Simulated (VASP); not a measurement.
The system is MgO (Periclase).

```
Mg O
1.0
     0.00000    2.10850    2.10850
     2.10850    0.00000    2.10850
     2.10850    2.10850    0.00000
Mg O
1 1
Direct
  0.00000 0.00000 0.00000
  0.50000 0.50000 0.50000
```

* Program: VASP 6.6.1
* Task: relaxation of cell and atoms
* Functional: LDA
* Potentials or basis: VASP PAW LDA potentials, release 64 (Mg, O)
* Cutoff: 600 eV
* k mesh: 12 × 12 × 12
* Occupations: gaussian, width 0.03 eV
* Spin: no spin polarisation

At the start: pressure -8.5 GPa; volume 9.37 Å³/atom.

Question: Where does the relaxation end?

Answer: Over 3 steps the energy falls by 13.4 meV/atom and the volume is 8.89 Å³/atom (-5.2 %); space group Fm-3m (No. 225, to 0.05 Å).

The path:
```tsv
step	energy change (eV)	largest force (eV/Å)	pressure (GPa)	volume (Å³)
1	0.0000	0.0000	-8.46	18.75
2	-0.0228	0.0000	3.67	17.44
3	-0.0267	0.0000	0.02	17.78
```

Final structure:
```
CELL_PARAMETERS angstrom
0.00000 2.07164 2.07164
2.07164 0.00000 2.07164
2.07164 2.07164 0.00000
ATOMIC_POSITIONS crystal
Mg 0.00000 0.00000 0.00000
O 0.50000 0.50000 0.50000
```
